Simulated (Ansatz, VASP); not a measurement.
# GaSb: VASP beside Ansatz, part 2 of 3

One calculation is typed for both programs; each brings its own data sets. How far apart do they land? The cell is taken from a series of runs on this material, whose earlier steps may have relaxed, scaled, displaced or heated it; both programs get it as it stands.

VASP 6.6.1 and Ansatz 0.2.0.

So far: The starting structure; Ansatz: zone-centre phonons, LDA.

## Step 3: VASP: zone-centre phonons, LDA

Level of this step: LDA; plane waves and PAW (Ga_d, Sb) (VASP).

The same cell, functional (in two slightly different forms), mesh and smearing now go to VASP, with its own data sets.

Lines of VASP's logs that name or quote its potential files are left out, and so is its time.

INCAR

```
SYSTEM = GaSb
PREC = Accurate
ENCUT = 500
EDIFF = 1E-08
NELM = 120
ISMEAR = 0
SIGMA = 0.015
LREAL = .FALSE.
ALGO = Normal
GGA = CA
NBANDS = 15
LORBIT = 11
LWAVE = .FALSE.
LCHARG = .FALSE.
ISIF = 2
ISYM = 2
IBRION = 8
LASPH = .TRUE.
GGA_COMPAT = .FALSE.
EFERMI = MIDGAP
KPAR = 2
```

POSCAR

```
GaSb
1.0
   -0.0005488403      3.0836058218      3.0836058218
    3.0836058218     -0.0005488403      3.0836058218
    3.0836058218      3.0836058218     -0.0005488403
Ga Sb
1 1
Direct
    0.0000315759      0.0000315759      0.0000315759
    0.7499684241      0.7499684241      0.7499684241
```

KPOINTS

```
Points of the shifted mesh
1728
Reciprocal
 0.0416666667  0.0416666667  0.0416666667 1
 0.0416666667  0.0416666667  0.1250000000 1
 0.0416666667  0.0416666667  0.2083333333 1
 0.0416666667  0.0416666667  0.2916666667 1
 0.0416666667  0.0416666667  0.3750000000 1
 0.0416666667  0.0416666667  0.4583333333 1
 0.0416666667  0.0416666667  0.5416666667 1
 0.0416666667  0.0416666667  0.6250000000 1
 0.0416666667  0.0416666667  0.7083333333 1
 0.0416666667  0.0416666667  0.7916666667 1
 0.0416666667  0.0416666667  0.8750000000 1
 0.0416666667  0.0416666667  0.9583333333 1
 0.0416666667  0.1250000000  0.0416666667 1
 0.0416666667  0.1250000000  0.1250000000 1
 0.0416666667  0.1250000000  0.2083333333 1
 0.0416666667  0.1250000000  0.2916666667 1
 0.0416666667  0.1250000000  0.3750000000 1
 0.0416666667  0.1250000000  0.4583333333 1
 0.0416666667  0.1250000000  0.5416666667 1
 0.0416666667  0.1250000000  0.6250000000 1
 0.0416666667  0.1250000000  0.7083333333 1
 0.0416666667  0.1250000000  0.7916666667 1
 0.0416666667  0.1250000000  0.8750000000 1
 0.0416666667  0.1250000000  0.9583333333 1
 0.0416666667  0.2083333333  0.0416666667 1
 0.0416666667  0.2083333333  0.1250000000 1
 0.0416666667  0.2083333333  0.2083333333 1
 0.0416666667  0.2083333333  0.2916666667 1
 0.0416666667  0.2083333333  0.3750000000 1
 0.0416666667  0.2083333333  0.4583333333 1
 0.0416666667  0.2083333333  0.5416666667 1
 0.0416666667  0.2083333333  0.6250000000 1
 0.0416666667  0.2083333333  0.7083333333 1
 0.0416666667  0.2083333333  0.7916666667 1
 0.0416666667  0.2083333333  0.8750000000 1
 0.0416666667  0.2083333333  0.9583333333 1
 0.0416666667  0.2916666667  0.0416666667 1
 0.0416666667  0.2916666667  0.1250000000 1
 0.0416666667  0.2916666667  0.2083333333 1
 0.0416666667  0.2916666667  0.2916666667 1
 0.0416666667  0.2916666667  0.3750000000 1
 0.0416666667  0.2916666667  0.4583333333 1
 0.0416666667  0.2916666667  0.5416666667 1
 0.0416666667  0.2916666667  0.6250000000 1
 0.0416666667  0.2916666667  0.7083333333 1
 0.0416666667  0.2916666667  0.7916666667 1
 0.0416666667  0.2916666667  0.8750000000 1
 0.0416666667  0.2916666667  0.9583333333 1
 0.0416666667  0.3750000000  0.0416666667 1
 0.0416666667  0.3750000000  0.1250000000 1
 0.0416666667  0.3750000000  0.2083333333 1
 0.0416666667  0.3750000000  0.2916666667 1
 0.0416666667  0.3750000000  0.3750000000 1
 0.0416666667  0.3750000000  0.4583333333 1
 0.0416666667  0.3750000000  0.5416666667 1
 0.0416666667  0.3750000000  0.6250000000 1
 0.0416666667  0.3750000000  0.7083333333 1
 0.0416666667  0.3750000000  0.7916666667 1
 0.0416666667  0.3750000000  0.8750000000 1
 0.0416666667  0.3750000000  0.9583333333 1
 0.0416666667  0.4583333333  0.0416666667 1
 0.0416666667  0.4583333333  0.1250000000 1
 0.0416666667  0.4583333333  0.2083333333 1
 0.0416666667  0.4583333333  0.2916666667 1
 0.0416666667  0.4583333333  0.3750000000 1
 0.0416666667  0.4583333333  0.4583333333 1
 0.0416666667  0.4583333333  0.5416666667 1
 0.0416666667  0.4583333333  0.6250000000 1
 0.0416666667  0.4583333333  0.7083333333 1
 0.0416666667  0.4583333333  0.7916666667 1
 0.0416666667  0.4583333333  0.8750000000 1
 0.0416666667  0.4583333333  0.9583333333 1
 0.0416666667  0.5416666667  0.0416666667 1
 0.0416666667  0.5416666667  0.1250000000 1
 0.0416666667  0.5416666667  0.2083333333 1
 0.0416666667  0.5416666667  0.2916666667 1
 0.0416666667  0.5416666667  0.3750000000 1
 0.0416666667  0.5416666667  0.4583333333 1
 0.0416666667  0.5416666667  0.5416666667 1
 0.0416666667  0.5416666667  0.6250000000 1
 0.0416666667  0.5416666667  0.7083333333 1
 0.0416666667  0.5416666667  0.7916666667 1
 0.0416666667  0.5416666667  0.8750000000 1
 0.0416666667  0.5416666667  0.9583333333 1
 0.0416666667  0.6250000000  0.0416666667 1
 0.0416666667  0.6250000000  0.1250000000 1
 0.0416666667  0.6250000000  0.2083333333 1
 0.0416666667  0.6250000000  0.2916666667 1
 0.0416666667  0.6250000000  0.3750000000 1
 0.0416666667  0.6250000000  0.4583333333 1
 0.0416666667  0.6250000000  0.5416666667 1
 0.0416666667  0.6250000000  0.6250000000 1
 0.0416666667  0.6250000000  0.7083333333 1
 0.0416666667  0.6250000000  0.7916666667 1
 0.0416666667  0.6250000000  0.8750000000 1
 0.0416666667  0.6250000000  0.9583333333 1
 0.0416666667  0.7083333333  0.0416666667 1
 0.0416666667  0.7083333333  0.1250000000 1
 0.0416666667  0.7083333333  0.2083333333 1
 0.0416666667  0.7083333333  0.2916666667 1
 0.0416666667  0.7083333333  0.3750000000 1
 0.0416666667  0.7083333333  0.4583333333 1
 0.0416666667  0.7083333333  0.5416666667 1
 0.0416666667  0.7083333333  0.6250000000 1
 0.0416666667  0.7083333333  0.7083333333 1
 0.0416666667  0.7083333333  0.7916666667 1
 0.0416666667  0.7083333333  0.8750000000 1
 0.0416666667  0.7083333333  0.9583333333 1
 0.0416666667  0.7916666667  0.0416666667 1
 0.0416666667  0.7916666667  0.1250000000 1
 0.0416666667  0.7916666667  0.2083333333 1
 0.0416666667  0.7916666667  0.2916666667 1
[... 1390 lines left out ...]
 0.8750000000  0.4583333333  0.1250000000 1
 0.8750000000  0.4583333333  0.2083333333 1
 0.8750000000  0.4583333333  0.2916666667 1
 0.8750000000  0.4583333333  0.3750000000 1
 0.8750000000  0.4583333333  0.4583333333 1
 0.8750000000  0.4583333333  0.5416666667 1
 0.8750000000  0.4583333333  0.6250000000 1
 0.8750000000  0.4583333333  0.7083333333 1
 0.8750000000  0.4583333333  0.7916666667 1
 0.8750000000  0.4583333333  0.8750000000 1
 0.8750000000  0.4583333333  0.9583333333 1
 0.8750000000  0.5416666667  0.0416666667 1
 0.8750000000  0.5416666667  0.1250000000 1
 0.8750000000  0.5416666667  0.2083333333 1
 0.8750000000  0.5416666667  0.2916666667 1
 0.8750000000  0.5416666667  0.3750000000 1
 0.8750000000  0.5416666667  0.4583333333 1
 0.8750000000  0.5416666667  0.5416666667 1
 0.8750000000  0.5416666667  0.6250000000 1
 0.8750000000  0.5416666667  0.7083333333 1
 0.8750000000  0.5416666667  0.7916666667 1
 0.8750000000  0.5416666667  0.8750000000 1
 0.8750000000  0.5416666667  0.9583333333 1
 0.8750000000  0.6250000000  0.0416666667 1
 0.8750000000  0.6250000000  0.1250000000 1
 0.8750000000  0.6250000000  0.2083333333 1
 0.8750000000  0.6250000000  0.2916666667 1
 0.8750000000  0.6250000000  0.3750000000 1
 0.8750000000  0.6250000000  0.4583333333 1
 0.8750000000  0.6250000000  0.5416666667 1
 0.8750000000  0.6250000000  0.6250000000 1
 0.8750000000  0.6250000000  0.7083333333 1
 0.8750000000  0.6250000000  0.7916666667 1
 0.8750000000  0.6250000000  0.8750000000 1
 0.8750000000  0.6250000000  0.9583333333 1
 0.8750000000  0.7083333333  0.0416666667 1
 0.8750000000  0.7083333333  0.1250000000 1
 0.8750000000  0.7083333333  0.2083333333 1
 0.8750000000  0.7083333333  0.2916666667 1
 0.8750000000  0.7083333333  0.3750000000 1
 0.8750000000  0.7083333333  0.4583333333 1
 0.8750000000  0.7083333333  0.5416666667 1
 0.8750000000  0.7083333333  0.6250000000 1
 0.8750000000  0.7083333333  0.7083333333 1
 0.8750000000  0.7083333333  0.7916666667 1
 0.8750000000  0.7083333333  0.8750000000 1
 0.8750000000  0.7083333333  0.9583333333 1
 0.8750000000  0.7916666667  0.0416666667 1
 0.8750000000  0.7916666667  0.1250000000 1
 0.8750000000  0.7916666667  0.2083333333 1
 0.8750000000  0.7916666667  0.2916666667 1
 0.8750000000  0.7916666667  0.3750000000 1
 0.8750000000  0.7916666667  0.4583333333 1
 0.8750000000  0.7916666667  0.5416666667 1
 0.8750000000  0.7916666667  0.6250000000 1
 0.8750000000  0.7916666667  0.7083333333 1
 0.8750000000  0.7916666667  0.7916666667 1
 0.8750000000  0.7916666667  0.8750000000 1
 0.8750000000  0.7916666667  0.9583333333 1
 0.8750000000  0.8750000000  0.0416666667 1
 0.8750000000  0.8750000000  0.1250000000 1
 0.8750000000  0.8750000000  0.2083333333 1
 0.8750000000  0.8750000000  0.2916666667 1
 0.8750000000  0.8750000000  0.3750000000 1
 0.8750000000  0.8750000000  0.4583333333 1
 0.8750000000  0.8750000000  0.5416666667 1
 0.8750000000  0.8750000000  0.6250000000 1
 0.8750000000  0.8750000000  0.7083333333 1
 0.8750000000  0.8750000000  0.7916666667 1
 0.8750000000  0.8750000000  0.8750000000 1
 0.8750000000  0.8750000000  0.9583333333 1
 0.8750000000  0.9583333333  0.0416666667 1
 0.8750000000  0.9583333333  0.1250000000 1
 0.8750000000  0.9583333333  0.2083333333 1
 0.8750000000  0.9583333333  0.2916666667 1
 0.8750000000  0.9583333333  0.3750000000 1
 0.8750000000  0.9583333333  0.4583333333 1
 0.8750000000  0.9583333333  0.5416666667 1
 0.8750000000  0.9583333333  0.6250000000 1
 0.8750000000  0.9583333333  0.7083333333 1
 0.8750000000  0.9583333333  0.7916666667 1
 0.8750000000  0.9583333333  0.8750000000 1
 0.8750000000  0.9583333333  0.9583333333 1
 0.9583333333  0.0416666667  0.0416666667 1
 0.9583333333  0.0416666667  0.1250000000 1
 0.9583333333  0.0416666667  0.2083333333 1
 0.9583333333  0.0416666667  0.2916666667 1
 0.9583333333  0.0416666667  0.3750000000 1
 0.9583333333  0.0416666667  0.4583333333 1
 0.9583333333  0.0416666667  0.5416666667 1
 0.9583333333  0.0416666667  0.6250000000 1
 0.9583333333  0.0416666667  0.7083333333 1
 0.9583333333  0.0416666667  0.7916666667 1
 0.9583333333  0.0416666667  0.8750000000 1
 0.9583333333  0.0416666667  0.9583333333 1
 0.9583333333  0.1250000000  0.0416666667 1
 0.9583333333  0.1250000000  0.1250000000 1
 0.9583333333  0.1250000000  0.2083333333 1
 0.9583333333  0.1250000000  0.2916666667 1
 0.9583333333  0.1250000000  0.3750000000 1
 0.9583333333  0.1250000000  0.4583333333 1
 0.9583333333  0.1250000000  0.5416666667 1
 0.9583333333  0.1250000000  0.6250000000 1
 0.9583333333  0.1250000000  0.7083333333 1
 0.9583333333  0.1250000000  0.7916666667 1
 0.9583333333  0.1250000000  0.8750000000 1
 0.9583333333  0.1250000000  0.9583333333 1
 0.9583333333  0.2083333333  0.0416666667 1
 0.9583333333  0.2083333333  0.1250000000 1
 0.9583333333  0.2083333333  0.2083333333 1
 0.9583333333  0.2083333333  0.2916666667 1
 0.9583333333  0.2083333333  0.3750000000 1
 0.9583333333  0.2083333333  0.4583333333 1
 0.9583333333  0.2083333333  0.5416666667 1
 0.9583333333  0.2083333333  0.6250000000 1
 0.9583333333  0.2083333333  0.7083333333 1
 0.9583333333  0.2083333333  0.7916666667 1
 0.9583333333  0.2083333333  0.8750000000 1
 0.9583333333  0.2083333333  0.9583333333 1
 0.9583333333  0.2916666667  0.0416666667 1
 0.9583333333  0.2916666667  0.1250000000 1
 0.9583333333  0.2916666667  0.2083333333 1
 0.9583333333  0.2916666667  0.2916666667 1
 0.9583333333  0.2916666667  0.3750000000 1
 0.9583333333  0.2916666667  0.4583333333 1
 0.9583333333  0.2916666667  0.5416666667 1
 0.9583333333  0.2916666667  0.6250000000 1
 0.9583333333  0.2916666667  0.7083333333 1
 0.9583333333  0.2916666667  0.7916666667 1
 0.9583333333  0.2916666667  0.8750000000 1
 0.9583333333  0.2916666667  0.9583333333 1
 0.9583333333  0.3750000000  0.0416666667 1
 0.9583333333  0.3750000000  0.1250000000 1
 0.9583333333  0.3750000000  0.2083333333 1
 0.9583333333  0.3750000000  0.2916666667 1
 0.9583333333  0.3750000000  0.3750000000 1
 0.9583333333  0.3750000000  0.4583333333 1
 0.9583333333  0.3750000000  0.5416666667 1
 0.9583333333  0.3750000000  0.6250000000 1
 0.9583333333  0.3750000000  0.7083333333 1
 0.9583333333  0.3750000000  0.7916666667 1
 0.9583333333  0.3750000000  0.8750000000 1
 0.9583333333  0.3750000000  0.9583333333 1
 0.9583333333  0.4583333333  0.0416666667 1
 0.9583333333  0.4583333333  0.1250000000 1
 0.9583333333  0.4583333333  0.2083333333 1
 0.9583333333  0.4583333333  0.2916666667 1
 0.9583333333  0.4583333333  0.3750000000 1
 0.9583333333  0.4583333333  0.4583333333 1
 0.9583333333  0.4583333333  0.5416666667 1
 0.9583333333  0.4583333333  0.6250000000 1
 0.9583333333  0.4583333333  0.7083333333 1
 0.9583333333  0.4583333333  0.7916666667 1
 0.9583333333  0.4583333333  0.8750000000 1
 0.9583333333  0.4583333333  0.9583333333 1
 0.9583333333  0.5416666667  0.0416666667 1
 0.9583333333  0.5416666667  0.1250000000 1
 0.9583333333  0.5416666667  0.2083333333 1
 0.9583333333  0.5416666667  0.2916666667 1
 0.9583333333  0.5416666667  0.3750000000 1
 0.9583333333  0.5416666667  0.4583333333 1
 0.9583333333  0.5416666667  0.5416666667 1
 0.9583333333  0.5416666667  0.6250000000 1
 0.9583333333  0.5416666667  0.7083333333 1
 0.9583333333  0.5416666667  0.7916666667 1
 0.9583333333  0.5416666667  0.8750000000 1
 0.9583333333  0.5416666667  0.9583333333 1
 0.9583333333  0.6250000000  0.0416666667 1
 0.9583333333  0.6250000000  0.1250000000 1
 0.9583333333  0.6250000000  0.2083333333 1
 0.9583333333  0.6250000000  0.2916666667 1
 0.9583333333  0.6250000000  0.3750000000 1
 0.9583333333  0.6250000000  0.4583333333 1
 0.9583333333  0.6250000000  0.5416666667 1
 0.9583333333  0.6250000000  0.6250000000 1
 0.9583333333  0.6250000000  0.7083333333 1
 0.9583333333  0.6250000000  0.7916666667 1
 0.9583333333  0.6250000000  0.8750000000 1
 0.9583333333  0.6250000000  0.9583333333 1
 0.9583333333  0.7083333333  0.0416666667 1
 0.9583333333  0.7083333333  0.1250000000 1
 0.9583333333  0.7083333333  0.2083333333 1
 0.9583333333  0.7083333333  0.2916666667 1
 0.9583333333  0.7083333333  0.3750000000 1
 0.9583333333  0.7083333333  0.4583333333 1
 0.9583333333  0.7083333333  0.5416666667 1
 0.9583333333  0.7083333333  0.6250000000 1
 0.9583333333  0.7083333333  0.7083333333 1
 0.9583333333  0.7083333333  0.7916666667 1
 0.9583333333  0.7083333333  0.8750000000 1
 0.9583333333  0.7083333333  0.9583333333 1
 0.9583333333  0.7916666667  0.0416666667 1
 0.9583333333  0.7916666667  0.1250000000 1
 0.9583333333  0.7916666667  0.2083333333 1
 0.9583333333  0.7916666667  0.2916666667 1
 0.9583333333  0.7916666667  0.3750000000 1
 0.9583333333  0.7916666667  0.4583333333 1
 0.9583333333  0.7916666667  0.5416666667 1
 0.9583333333  0.7916666667  0.6250000000 1
 0.9583333333  0.7916666667  0.7083333333 1
 0.9583333333  0.7916666667  0.7916666667 1
 0.9583333333  0.7916666667  0.8750000000 1
 0.9583333333  0.7916666667  0.9583333333 1
 0.9583333333  0.8750000000  0.0416666667 1
 0.9583333333  0.8750000000  0.1250000000 1
 0.9583333333  0.8750000000  0.2083333333 1
 0.9583333333  0.8750000000  0.2916666667 1
 0.9583333333  0.8750000000  0.3750000000 1
 0.9583333333  0.8750000000  0.4583333333 1
 0.9583333333  0.8750000000  0.5416666667 1
 0.9583333333  0.8750000000  0.6250000000 1
 0.9583333333  0.8750000000  0.7083333333 1
 0.9583333333  0.8750000000  0.7916666667 1
 0.9583333333  0.8750000000  0.8750000000 1
 0.9583333333  0.8750000000  0.9583333333 1
 0.9583333333  0.9583333333  0.0416666667 1
 0.9583333333  0.9583333333  0.1250000000 1
 0.9583333333  0.9583333333  0.2083333333 1
 0.9583333333  0.9583333333  0.2916666667 1
 0.9583333333  0.9583333333  0.3750000000 1
 0.9583333333  0.9583333333  0.4583333333 1
 0.9583333333  0.9583333333  0.5416666667 1
 0.9583333333  0.9583333333  0.6250000000 1
 0.9583333333  0.9583333333  0.7083333333 1
 0.9583333333  0.9583333333  0.7916666667 1
 0.9583333333  0.9583333333  0.8750000000 1
 0.9583333333  0.9583333333  0.9583333333 1
```

PAW data sets: Ga_d and Sb (LDA family, release 64).

On the command line:

```bash
mpirun -np 2 vasp_std
```

What it wrote:

```text
[banner, memory and clock lines left out]
running    2 mpi-ranks, on    1 nodes
 distrk:  each k-point on    1 cores,    2 groups
 distr:  one band on    1 cores,    1 groups

 POSCAR found type information on POSCAR GaSb
 POSCAR found :  2 types and       2 ions
 LDA part: xc-table for (Slater(with rela. corr.)+CA(PZ))
 , standard interpolation
 POSCAR, INCAR and KPOINTS ok, starting setup
 FFT: planning ... GRIDC
 FFT: planning ... GRID_SOFT
 FFT: planning ... GRID
 WAVECAR not read
 entering main loop
       N       E                     dE             d eps       ncg     rms          rms(c)
DAV:   1     0.805318634303E+02    0.80532E+02   -0.84965E+03 52416   0.142E+03
DAV:   2    -0.245420756928E+01   -0.82986E+02   -0.80136E+02 60975   0.299E+02
DAV:   3    -0.864648940079E+01   -0.61923E+01   -0.61729E+01 61738   0.679E+01
DAV:   4    -0.875816115839E+01   -0.11167E+00   -0.11165E+00 64113   0.103E+01
DAV:   5    -0.876091474456E+01   -0.27536E-02   -0.27535E-02 67251   0.141E+00    0.318E+00
DAV:   6    -0.868005225028E+01    0.80862E-01   -0.72549E-02 74937   0.429E+00    0.183E+00
DAV:   7    -0.864774953884E+01    0.32303E-01   -0.45264E-02 60023   0.170E+00    0.289E-01
DAV:   8    -0.864736308913E+01    0.38645E-03   -0.44088E-03 66349   0.812E-01    0.841E-02
DAV:   9    -0.864744893788E+01   -0.85849E-04   -0.32642E-04 63062   0.166E-01    0.357E-02
DAV:  10    -0.864744324224E+01    0.56956E-05   -0.15582E-05 67776   0.360E-02    0.125E-02
DAV:  11    -0.864744568770E+01   -0.24455E-05   -0.42555E-06 58693   0.194E-02    0.474E-03
DAV:  12    -0.864744567025E+01    0.17449E-07   -0.21328E-07 66624   0.360E-03    0.751E-04
DAV:  13    -0.864744568131E+01   -0.11058E-07   -0.17602E-08 62180   0.116E-03    0.599E-04
DAV:  14    -0.864744568131E+01   -0.72760E-11   -0.76753E-10 39969   0.363E-04
   1 F= -.86474457E+01 E0= -.86474457E+01  d E =-.100172E-44
 Linear response reoptimize wavefunctions to high precision
DAV:   1    -0.864744568131E+01    0.72760E-11   -0.31624E-10 47053   0.171E-04
 Linear response DOF=           2
 Linear response progress:
  Degree of freedom:   1/  2
       N       E                     dE             d eps       ncg     rms          rms(c)
RMM:   1    -0.167985994078E+00   -0.16799E+00    0.86513E-02 64452   0.834E+00
RMM:   2    -0.166725811528E+00    0.12602E-02   -0.27505E-02 96558   0.136E+00    0.393E-02
RMM:   3    -0.166846866321E+00   -0.12105E-03   -0.40464E-03100029   0.464E-01    0.241E-02
RMM:   4    -0.166803933421E+00    0.42933E-04   -0.20368E-03110551   0.226E-01    0.147E-02
RMM:   5    -0.166800256830E+00    0.36766E-05   -0.83930E-05106577   0.577E-02    0.439E-03
RMM:   6    -0.166796615224E+00    0.36416E-05   -0.13348E-05108507   0.251E-02    0.799E-04
RMM:   7    -0.166788305609E+00    0.83096E-05   -0.54158E-06105775   0.111E-02    0.619E-04
RMM:   8    -0.166790635723E+00   -0.23301E-05   -0.58666E-07104940   0.527E-03    0.256E-04
RMM:   9    -0.166793126167E+00   -0.24904E-05   -0.50385E-07108355   0.256E-03    0.567E-05
RMM:  10    -0.166793183922E+00   -0.57754E-07    0.57223E-07105206   0.123E-03    0.381E-05
RMM:  11    -0.166793426071E+00   -0.24215E-06   -0.14230E-07109783   0.629E-04    0.273E-05
RMM:  12    -0.166793615307E+00   -0.18924E-06   -0.73456E-08108783   0.326E-04    0.170E-05
RMM:  13    -0.166793775898E+00   -0.16059E-06   -0.13387E-08107309   0.175E-04    0.385E-06
RMM:  14    -0.166793718578E+00    0.57320E-07   -0.36801E-08102205   0.101E-04    0.589E-06
RMM:  15    -0.166793747281E+00   -0.28704E-07   -0.19677E-08108423   0.625E-05    0.242E-06
RMM:  16    -0.166793761627E+00   -0.14346E-07   -0.22316E-08108729   0.430E-05    0.122E-06
RMM:  17    -0.166793773881E+00   -0.12254E-07   -0.36121E-09107655   0.334E-05    0.386E-07
RMM:  18    -0.166793771457E+00    0.24242E-08   -0.64579E-09 86105   0.282E-05    0.185E-07
 first order change of Fermi-energy  -0.16223E+01
 force on displaced ion       1 direction 1 :  -7.323  -0.005  -0.005
 Linear response progress:
  Degree of freedom:   2/  2
       N       E                     dE             d eps       ncg     rms          rms(c)
RMM:   1    -0.290878721378E-01   -0.29088E-01    0.66849E-03104998   0.133E+00
RMM:   2    -0.266247598454E-01    0.24631E-02   -0.33660E-03 95137   0.366E-01    0.649E-02
RMM:   3    -0.265479269201E-01    0.76833E-04   -0.20465E-04106350   0.992E-02    0.350E-02
RMM:   4    -0.265553109496E-01   -0.73840E-05   -0.41765E-05105353   0.426E-02    0.440E-03
RMM:   5    -0.265594480202E-01   -0.41371E-05   -0.55531E-06110403   0.149E-02    0.280E-03
RMM:   6    -0.265531848074E-01    0.62632E-05   -0.79515E-07104877   0.461E-03    0.687E-04
RMM:   7    -0.265522397697E-01    0.94504E-06   -0.85009E-08108545   0.145E-03    0.311E-04
RMM:   8    -0.265517372097E-01    0.50256E-06   -0.23104E-08104255   0.555E-04    0.878E-05
RMM:   9    -0.265517005304E-01    0.36679E-07   -0.47674E-09107182   0.206E-04    0.347E-05
RMM:  10    -0.265517279309E-01   -0.27400E-07   -0.18995E-09103817   0.816E-05    0.276E-06
RMM:  11    -0.265517225756E-01    0.53552E-08   -0.10673E-09108729   0.330E-05    0.379E-06
 first order change of Fermi-energy   0.16223E+01
 force on displaced ion       2 direction 1 :  -7.296  -0.006  -0.006
 Linear response finished
```

(Part 2 of 3 ends here.)

[Lines on the potential files, build, host, timing and source positions are cut from VASP's logs without a mark.]

[Logs are printed without paths, hosts, clocks, repeated set-up lines and the standing remarks that a program may print on its own settings, such as how far it seeks lower states.]

[Hosts, paths, dates, database ids (printed as entryN), source tags and the programs' standing remarks are cut or masked in the printed files.]
